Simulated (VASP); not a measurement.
A cell of LuGe$_{2}$ (relaxed from the MoSi2 structure, space group I4/mmm) near equilibrium:

```yaml
crystal:
  lattice:
    - [-1.73571, 1.73571, 4.82462]
    - [1.73571, -1.73571, 4.82462]
    - [1.73571, 1.73571, -4.82462]
  atoms:
    - { symbol: Lu, position: [0.00000, 0.00000, 0.00000] }
    - { symbol: Ge, position: [0.30860, 0.30860, 0.00000] }
    - { symbol: Ge, position: [0.69140, 0.69140, 0.00000] }
```

Calculation: PBEsol GGA, VASP's PBE PAW potentials (set 64) (plane waves; VASP 6.6.1).

```json
[
 {"run": "as it is", "ΔE (meV/atom)": "0.0", "σxx": "0.06", "σyy": "0.06", "σzz": "0.28", "largest shear component, with its sign (GPa)": "0.00", "largest force (eV/Å)": "0.021"},
 {"run": "after one change", "ΔE (meV/atom)": "0.3", "σxx": "-0.86", "σyy": "-0.86", "σzz": "-0.20", "largest shear component, with its sign (GPa)": "0.00", "largest force (eV/Å)": "0.004"}
]
```
Stress is in GPa, positive when the cell is compressed.

Name the change that produced these shifts.
A. biaxial strain of +1.0 % in the xy plane
B. isotropic strain of +2.0 %
C. biaxial strain of +0.5 % in the xy plane

C, biaxial strain of +0.5 % in the xy plane

The structure was generated: LuGe2 was put into the MoSi2 type (I4/mmm), which need not be its known phase. The electron count is odd and the run is not spin-polarised, which forces a metal.
